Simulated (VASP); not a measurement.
# Ta2SiO3 (P-1) in VASP: further runs

One crystal, Ta2SiO3, is run at these levels: PBEsol; tasks: single point.

Everything below comes from runs of VASP 6.6.1. Logs are shortened: lines on timing, memory, paths and dates and some standing lists are left out, and cuts for length are marked.

### 1 The structure

The typed cell holds 12 atoms: a = 5.030 Å, b = 5.045 Å, c = 6.736 Å, α = 93.39°, β = 91.45°, γ = 91.46°.

The cell was built by a generator and needn't be a form met in nature.

### 2 Single point, PBEsol

The input, INCAR:

```
SYSTEM = Ta2SiO3
PREC = Accurate ; ENCUT = 520
EDIFF = 1E-6 ; ISMEAR = 0
SIGMA = 0.1 ; LREAL = .FALSE.
LASPH = .TRUE. ; NELM = 100
ALGO = Fast ; ISIF = 2
LWAVE = .FALSE. ; LCHARG = .TRUE.
GGA = PS ; LVHAR = .TRUE.
NBANDS = 56 ; KPAR = 8
```

The input, KPOINTS:

```
regular mesh
0
G
  6 6 6
  0 0 0
```

The input, POSCAR:

```
Ta2SiO3
1.0
    5.0296480000      0.0000000000      0.0000000000
   -0.1282800000      5.0429150000      0.0000000000
   -0.1706150000     -0.4030530000      6.7212720000
Ta Si O
4 2 6
Direct
    0.9735420000      0.2702360000      0.1865180000
    0.4845440000      0.7161270000      0.2056970000
    0.0264580000      0.7297640000      0.8134820000
    0.5154560000      0.2838730000      0.7943030000
    0.2456680000      0.4883960000      0.4924540000
    0.7543320000      0.5116040000      0.5075460000
    0.7104440000      0.0141470000      0.2695090000
    0.2005530000      0.9600510000      0.1415590000
    0.7538190000      0.5289120000      0.0174680000
    0.2895560000      0.9858530000      0.7304910000
    0.7994470000      0.0399490000      0.8584410000
    0.2461810000      0.4710880000      0.9825320000
```

Potentials or basis: VASP PAW PBE potentials, release 64 (Ta_pv, Si, O).

On the command line:

```bash
cat potpaw_PBE.64/Ta_pv/POTCAR potpaw_PBE.64/Si/POTCAR potpaw_PBE.64/O/POTCAR > POTCAR
mpirun -np 8 vasp_std > vasp.out
```

OUTCAR:

```text
SYSTEM = Ta2SiO3
   PREC = Accurate
   ENCUT = 520
   EDIFF = 1E-6
   ISMEAR = 0
   LREAL = .FALSE.
   LASPH = .TRUE.
   NELM = 100
   ISIF = 2
   GGA = PS

 ion  position               nearest neighbor table
   1  0.974  0.270  0.187-   7 1.94   8 1.97   9 2.10  12 2.23  11 2.56   5 2.62   6 2.69   2 3.37
                             2 3.37   4 3.47   3 3.53
   2  0.485  0.716  0.206-   7 1.88   8 1.97   9 2.08  12 2.20   5 2.61   6 2.69   1 3.37   1 3.37
                             4 3.43   3 3.47
   3  0.026  0.730  0.813-  10 1.94  11 1.97  12 2.10   9 2.23   8 2.56   6 2.62   5 2.69   4 3.37
                             4 3.37   2 3.47   1 3.53
   4  0.515  0.284  0.794-  10 1.88  11 1.97  12 2.08   9 2.20   6 2.61   5 2.69   3 3.37   3 3.37
                             2 3.43   1 3.47
   5  0.246  0.488  0.492-   6 2.48   6 2.56   2 2.61   1 2.62   4 2.69   3 2.69
   6  0.754  0.512  0.508-   5 2.48   5 2.56   4 2.61   3 2.62   2 2.69   1 2.69
   7  0.710  0.014  0.270-   2 1.88   1 1.94
   8  0.201  0.960  0.142-   2 1.97   1 1.97   3 2.56
   9  0.754  0.529  0.017-   2 2.08   1 2.10   4 2.20   3 2.23
  10  0.290  0.986  0.730-   4 1.88   3 1.94
  11  0.799  0.040  0.858-   4 1.97   3 1.97   1 2.56
  12  0.246  0.471  0.983-   4 2.08   3 2.10   2 2.20   1 2.23

  LATTYP: Found a triclinic cell.
 ALAT       =     7.0323822399
 B/A-ratio  =     0.7152125451
 C/A-ratio  =     1.2301339364
 COS(alpha) =     0.0048937829
 COS(beta)  =     0.4548501597
 COS(gamma) =     0.6969712158

  Lattice vectors:

 A1 = (   4.9013680000,   5.0429150000,   0.0000000000)
 A2 = (   5.0296480000,   0.0000000000,   0.0000000000)
 A3 = (   0.0423350000,   5.4459680000,  -6.7212720000)

Analysis of symmetry for initial positions (statically):
=====================================================================
 Subroutine PRICEL returns:
 Original cell was already a primitive cell.

 Routine SETGRP: Setting up the symmetry group for a
 triclinic supercell.

 Subroutine GETGRP returns: Found  2 space group operations
 (whereof  2 operations were pure point group operations)
 out of a pool of  2 trial point group operations.

The static configuration has the point symmetry S_2 .

Analysis of symmetry for dynamics (positions and initial velocities):
=====================================================================
 Subroutine PRICEL returns:
 Original cell was already a primitive cell.

 Routine SETGRP: Setting up the symmetry group for a
 triclinic supercell.

 Subroutine GETGRP returns: Found  2 space group operations
 (whereof  2 operations were pure point group operations)
 out of a pool of  2 trial point group operations.

The dynamic configuration has the point symmetry S_2 .

 Subroutine INISYM returns: Found  2 space group operations
 (whereof  2 operations are pure point group operations),
 and found     1 'primitive' translations

----------------------------------------------------------------------------------------

                                     Primitive cell

  volume of cell :     170.4789

  direct lattice vectors                    reciprocal lattice vectors
     5.029648000  0.000000000  0.000000000     0.198821071  0.005057544  0.005350225
    -0.128280000  5.042915000  0.000000000     0.000000000  0.198298008  0.011891292
    -0.170615000 -0.403053000  6.721272000     0.000000000  0.000000000  0.148781362

  length of vectors
     5.029648000  5.044546308  6.735507293     0.198957337  0.198654229  0.148781362

  position of ions in fractional coordinates (direct lattice)
     0.973542000  0.270236000  0.186518000
     0.484544000  0.716127000  0.205697000
     0.026458000  0.729764000  0.813482000
     0.515456000  0.283873000  0.794303000
     0.245668000  0.488396000  0.492454000
     0.754332000  0.511604000  0.507546000
     0.710444000  0.014147000  0.269509000
     0.200553000  0.960051000  0.141559000
     0.753819000  0.528912000  0.017468000
     0.289556000  0.985853000  0.730491000
     0.799447000  0.039949000  0.858441000
     0.246181000  0.471088000  0.982532000

  ion indices of the primitive-cell ions
   primitive index   ion index
                 1           1
                 2           2
                 3           3
                 4           4
                 5           5
                 6           6
                 7           7
                 8           8
                 9           9
                10          10
                11          11
                12          12

----------------------------------------------------------------------------------------

 KPOINTS: regular mesh

Automatic generation of k-mesh.
 Grid dimensions read from file:
 generate k-points for:    6    6    6

 Generating k-lattice:

  Cartesian coordinates                     Fractional coordinates (reciprocal lattice)
     0.033136845  0.000842924  0.000891704     0.166666667  0.000000000  0.000000000
     0.000000000  0.033049668  0.001981882     0.000000000  0.166666667  0.000000000
     0.000000000  0.000000000  0.024796894     0.000000000  0.000000000  0.166666667

  Length of vectors
     0.033159556  0.033109038  0.024796894

  Shift w.r.t. Gamma in fractional coordinates (k-lattice)
     0.000000000  0.000000000  0.000000000

 Subroutine IBZKPT returns following result:
 ===========================================

 Found    112 irreducible k-points:

 Following reciprocal coordinates:
            Coordinates               Weight
  0.000000  0.000000  0.000000      1.000000
  0.166667  0.000000 -0.000000      2.000000
  0.333333 -0.000000 -0.000000      2.000000
  0.500000  0.000000 -0.000000      1.000000
  0.000000  0.166667  0.000000      2.000000
  0.166667  0.166667 -0.000000      2.000000
[... 16 lines left out ...]
  0.333333 -0.000000  0.166667      2.000000
  0.500000  0.000000  0.166667      2.000000
 [... further k-points ...]
   k-points           NKPTS =    112   k-points in BZ     NKDIM =    112   number of bands    NBANDS=     56
   number of dos      NEDOS =    301   number of ions     NIONS =     12
   total plane-waves  NPLWV =  80000
   dimension x,y,z NGX =    40 NGY =   40 NGZ =   50
   dimension x,y,z NGXF=    80 NGYF=   80 NGZF=  100
   ions per type =               4   2   6
   NGX,Y,Z   is equivalent  to a cutoff of  13.22, 13.18, 12.34 a.u.
   NGXF,Y,Z  is equivalent  to a cutoff of  26.44, 26.36, 24.68 a.u.
 SYSTEM =  Ta2SiO3
   PREC   = accura    normal or accurate (medium, high low for compatibility)
   ISTART =      0    job   : 0-new  1-cont  2-samecut
   ICHARG =      2    charge: 1-file 2-atom 10-const
   ISPIN  =      1    spin polarized calculation?
   LNONCOLLINEAR =      F non collinear calculations
   LSORBIT =      F    spin-orbit coupling
   LASPH  =      T    aspherical Exc in radial PAW
   ENCUT  =  520.0 eV  38.22 Ry    6.18 a.u.   9.35  9.38 12.52*2*pi/ulx,y,z
   NELM   =    100;   NELMIN=  2; NELMDL= -5     # of ELM steps
   EDIFF  = 0.1E-05   stopping-criterion for ELM
   LREAL  =      F    real-space projection
   EDIFFG = 0.1E-04   stopping-criterion for IOM
   NSW    =      0    number of steps for IOM
   IBRION =     -1    ionic relax: 0-MD 1-quasi-New 2-CG
   NFREE  =      0    steps in history (QN), initial steepest desc. (CG)
   ISIF   =      2    stress and relaxation
   ISYM   =      2    0-nonsym 1-usesym 2-fastsym
   POTIM  = 0.5000    time-step for ionic-motion
   TEBEG  =    0.0;   TEEND  =   0.0 temperature during run
   PSTRESS=    0.0 pullay stress
   NELECT =      88.0000    total number of electrons
   NUPDOWN=      -1.0000    fix difference up-down
   EMIN   =  10.00;   EMAX   =-10.00  energy-range for DOS
   EFERMI =   0.00;   METHOD = LEGACY
   ISMEAR =     0;   SIGMA  =   0.10  broadening in eV -4-tet -1-fermi 0-gaus
   EFERMI_NEDOS =   21; number of points for ismear=-14 and -15
   IALGO  =     68    algorithm
   IMIX   =      4    mixing-type and parameters
     AMIX     =   0.40;   BMIX     =  1.00
     AMIX_MAG =   1.60;   BMIX_MAG =  1.00
  volume/ion in A,a.u.               =      14.21        95.87
  Fermi-wavevector in a.u.,A,eV,Ry     =   1.313244  2.481672 23.464747  1.724610
  Thomas-Fermi vector in A             =   2.443580
   LORBIT       =      0    0 simple, 1 ext, 2 COOP (PROOUT), +10 PAW based schemes
   GGA     = PS    functional components
   LHFCALC =     F    Hartree Fock is set to
   AEXX    =    0.0000 exact exchange contribution
   IVDW    =     0    specifies the selected vdW correction
   LEPSILON=     F    determine dielectric tensor
   LRPA    =     F    only Hartree local field effects (RPA)
 non-spin polarized calculation
 RMM-DIIS sequential band-by-band and
 Gauss-broadening in eV      SIGMA  =   0.10
  energy-cutoff  :      520.00
  volume of cell :      170.48
 maximum number of plane-waves:      4617
 NGX is ok and might be reduce to    40
   NGX = 19   NGY = 19   NGZ = 25

 number of electron      87.9999992 magnetization

 Free energy of the ion-electron system (eV)
  ---------------------------------------------------
  ext. energy  EPLUGINS =         0.00000000
  ---------------------------------------------------
  free energy    TOTEN  =      -114.86685369 eV

  energy without entropy =     -114.85020002  energy(sigma->0) =     -114.85852686

 E-fermi :   5.3245     XC(G=0): -11.0943

 val. band max:        5.3230739898   @ k =   0.1667   0.3333  -0.0000
 cond. band min:       5.3258547130   @ k =  -0.1667   0.3333   0.1667
 fundamental gap:      0.0027807232
 Fermi energy:         5.3244547754

 k-point     1 :       0.0000    0.0000    0.0000
  band No.  band energies     occupation
      1     -30.9467      2.00000
      2     -30.8335      2.00000
      3     -30.8051      2.00000
      4     -30.7387      2.00000
      5     -30.7152      2.00000
      6     -30.6732      2.00000
[... 1405 lines left out ...]
     55       8.6880      0.00000
     56       8.8275      0.00000

 [... further k-points ...]

------------------------ aborting loop because EDIFF is reached ----------------------------------------

  FORCE on cell =-STRESS in cart. coord.  units (eV):
  Direction    XX          YY          ZZ          XY          YZ          ZX
  --------------------------------------------------------------------------------------
  -------------------------------------------------------------------------------------
  Total       -6.1488708     -6.3874495     -4.7368813      0.0440505     -0.1735472     -0.0147805
  in kB      -57.7876771    -60.0298624    -44.5176646      0.4139909     -1.6310130     -0.1389084
  external PRESSURE =     -54.1117347 kB  Pullay stress =       0.0000000 kB

 VOLUME and BASIS-vectors are now :
 -----------------------------------------------------------------------------
  energy-cutoff  :      520.00
  volume of cell :      170.48
      direct lattice vectors                 reciprocal lattice vectors
     5.029648000  0.000000000  0.000000000     0.198821071  0.005057544  0.005350225
    -0.128280000  5.042915000  0.000000000     0.000000000  0.198298008  0.011891292
    -0.170615000 -0.403053000  6.721272000     0.000000000  0.000000000  0.148781362

 POSITION                                       TOTAL-FORCE (eV/Angst)
 -----------------------------------------------------------------------------------
      4.83008      1.28760      1.25364        -0.058934     -0.121086     -0.259080
      2.31013      3.52846      1.38255         0.035445      0.137129     -0.289378
     -0.09933      3.35226      5.46763         0.058934      0.121086      0.259080
      2.42063      1.11140      5.33873        -0.035445     -0.137129      0.289378
      1.08895      2.26445      3.30992         0.012669      0.008394      0.023774
      3.64180      2.37541      3.41135        -0.012669     -0.008394     -0.023774
      3.52549     -0.03728      1.81144         0.021607     -0.054837     -0.149620
      0.86140      4.78440      0.95146         0.006387      0.004012      0.024196
      3.72062      2.66022      0.11741         0.005336     -0.053246      0.018028
      1.20527      4.67715      4.90983        -0.021607      0.054837      0.149620
      3.86935     -0.14454      5.76982        -0.006387     -0.004012     -0.024196
      1.01014      1.97964      6.60386        -0.005336      0.053246     -0.018028
 -----------------------------------------------------------------------------------
    total drift:                                0.000000     -0.000000     -0.000000

  FREE ENERGIE OF THE ION-ELECTRON SYSTEM (eV)
  ---------------------------------------------------
  free  energy   TOTEN  =      -114.8668536930 eV

  energy  without entropy=     -114.8502000234  energy(sigma->0) =     -114.85852686
```

It took 3.3 min on 8 MPI ranks of Intel Xeon Platinum 8488C (Sapphire Rapids), shared host; peak memory 0.87 GiB.

Results:

```yaml
Free_energy: -114.8669 eV
Pressure: -5.4 GPa
Largest_force: 0.322 eV/Å
Band_gap_on_the_k_mesh: none (metal or under the smearing width)
```

Forces on the atoms (eV/Å):
```
Ta  -0.059 -0.121 -0.259
Ta   0.035  0.137 -0.289
Ta   0.059  0.121  0.259
Ta  -0.035 -0.137  0.289
Si   0.013  0.008  0.024
Si  -0.013 -0.008 -0.024
O    0.022 -0.055 -0.150
O    0.006  0.004  0.024
O    0.005 -0.053  0.018
O   -0.022  0.055  0.150
O   -0.006 -0.004 -0.024
O   -0.005  0.053 -0.018
```

Stress tensor (GPa, compression positive):
```
-5.78  0.04 -0.01
 0.04 -6.00 -0.16
-0.01 -0.16 -4.45
```

Levels at points of the mesh, in eV from the Fermi level:
```csv
k point,band 40,band 41,band 42,band 43,band 44,band 45,band 46,band 47,band 48,band 49
"(0.00, 0.00, 0.00)",-3.30,-2.03,-1.79,-0.10,0.20,0.33,0.45,0.82,1.07,1.14
"(0.50, 0.00, 0.00)",-2.78,-1.62,-1.55,-0.67,-0.53,0.53,0.98,1.13,1.85,2.03
"(0.00, 0.50, 0.00)",-2.64,-2.28,-1.97,-0.54,-0.40,-0.13,0.26,0.65,1.49,1.83
"(0.50, 0.50, 0.00)",-2.67,-1.88,-1.75,-0.74,-0.51,0.42,0.56,1.35,1.49,1.61
"(0.00, 0.00, 0.50)",-3.36,-2.09,-1.88,0.03,0.09,0.47,0.48,0.94,1.15,1.64
"(0.50, 0.00, 0.50)",-3.01,-1.75,-1.52,-0.60,-0.59,0.76,1.12,1.49,1.54,1.68
"(0.00, 0.50, 0.50)",-2.81,-2.20,-2.12,-0.89,-0.22,-0.11,0.24,0.53,1.73,1.89
"(0.50, 0.50, 0.50)",-2.89,-1.69,-1.43,-0.43,-0.25,0.37,0.67,0.87,0.93,1.35
```

Caveat: the PAW data sets were made with another functional, which shifts forces and pressure a little.

### 3 Single point, PBEsol

The input, INCAR:

```
ALGO = Normal ; EDIFF = 1E-6
ENCUT = 520 ; GGA = PS
ISIF = 2 ; ISMEAR = 0
KPAR = 4 ; LASPH = True
LCHARG = False ; LREAL = False
LWAVE = False ; NELM = 60
PREC = Accurate ; SIGMA = 0.1
```

The input, KPOINTS:

```
k-points
0
Gamma
  6 6 6
```

POSCAR is that of step 2.

Potentials or basis: VASP PAW PBE potentials, release 64 (Ta_pv, Si, O).

On the command line:

```bash
cat potpaw_PBE.64/Ta_pv/POTCAR potpaw_PBE.64/Si/POTCAR potpaw_PBE.64/O/POTCAR > POTCAR
mpirun -np 4 vasp_std > vasp.out
```

Wall time 2.9 min (4 MPI ranks of AMD EPYC 9R45 (Zen 5), shared host); peak memory 0.77 GiB.

The run converged. Its results:

```yaml
Free_energy: -114.8669 eV
Pressure: -5.4 GPa
Largest_force: 0.322 eV/Å
Band_gap_on_the_k_mesh: none (metal or under the smearing width)
```

Forces in eV/Å, atoms in the order of the input:
```
Ta  -0.059 -0.121 -0.259
Ta   0.035  0.137 -0.289
Ta   0.059  0.121  0.259
Ta  -0.035 -0.137  0.289
Si   0.013  0.008  0.024
Si  -0.013 -0.008 -0.024
O    0.021 -0.055 -0.150
O    0.006  0.004  0.024
O    0.005 -0.053  0.018
O   -0.021  0.055  0.150
O   -0.006 -0.004 -0.024
O   -0.005  0.053 -0.018
```

Stress tensor (GPa, compression positive):
```
-5.78  0.04 -0.01
 0.04 -6.01 -0.16
-0.01 -0.16 -4.45
```

Levels at points of the mesh, in eV from the Fermi level:
```csv
k point,band 42,band 43,band 44,band 45,band 46,band 47
"(0.00, 0.00, 0.00)",-1.79,-0.10,0.20,0.33,0.45,0.82
"(0.50, 0.00, 0.00)",-1.55,-0.67,-0.53,0.53,0.98,1.13
"(0.00, 0.50, 0.00)",-1.97,-0.54,-0.40,-0.13,0.26,0.65
"(0.50, 0.50, 0.00)",-1.75,-0.74,-0.51,0.42,0.56,1.35
"(0.00, 0.00, 0.50)",-1.88,0.03,0.09,0.47,0.48,0.94
"(0.50, 0.00, 0.50)",-1.52,-0.60,-0.59,0.76,1.12,1.49
"(0.00, 0.50, 0.50)",-2.12,-0.89,-0.22,-0.11,0.24,0.53
"(0.50, 0.50, 0.50)",-1.43,-0.43,-0.25,0.37,0.67,0.87
```

Caveat: the PAW data sets were made with another functional, which shifts forces and pressure a little.
